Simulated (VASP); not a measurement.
VASP runs on BeS (zinc blende) share one base input (PBE GGA, plane waves, VASP's PBE PAW potentials (set 64)) and change the settings named in each case.

File POSCAR:
```
BeS
1.0
  0.0000000000   2.4350000000   2.4350000000
  2.4350000000   0.0000000000   2.4350000000
  2.4350000000   2.4350000000   0.0000000000
Be S
1 1
Cart
  0.0000000000   0.0000000000   0.0000000000
  1.2175000000   1.2175000000   1.2175000000
```

File KPOINTS:
```
Automatic mesh
0
Gamma
8 8 8
0 0 0
```

INCAR:
```
ALGO = Normal
EDIFF = 1E-6
ENCUT = 400
GGA = PE
ISIF = 2
ISMEAR = 0
LASPH = .TRUE.
LCHARG = .FALSE.
LREAL = .FALSE.
LWAVE = .FALSE.
NELM = 100
PREC = Accurate
SIGMA = 0.05
SYSTEM = BeS
```

POTCAR, in this order: Be S (PBE.64 set). Program: vasp_std.

```
change                             E(σ→0) (eV/atom)  pressure (GPa)  irreducible k-points
---------------------------------  ----------------  --------------  --------------------
base run                                    -5.0058            0.38                    29
KPOINTS 2×2×2 Monkhorst-Pack mesh           -4.9818            0.84                     2
KPOINTS 4×4×4 Monkhorst-Pack mesh           -5.0059            0.38                    10
KPOINTS 8×8×8 Monkhorst-Pack mesh           -5.0059            0.38                    60
KPOINTS 9×9×9 Monkhorst-Pack mesh           -5.0059            0.38                    35
```

Left out are runs that ran out of time, are held back, or changed the cell or the kind of run, fixed moments of cells without a moment, rows past the twelfth, gaps on odd meshes, pressures of charged cells and columns that move by less than the noise.

The compound is BeS in the zinc blende structure. The cell was not relaxed at this level.
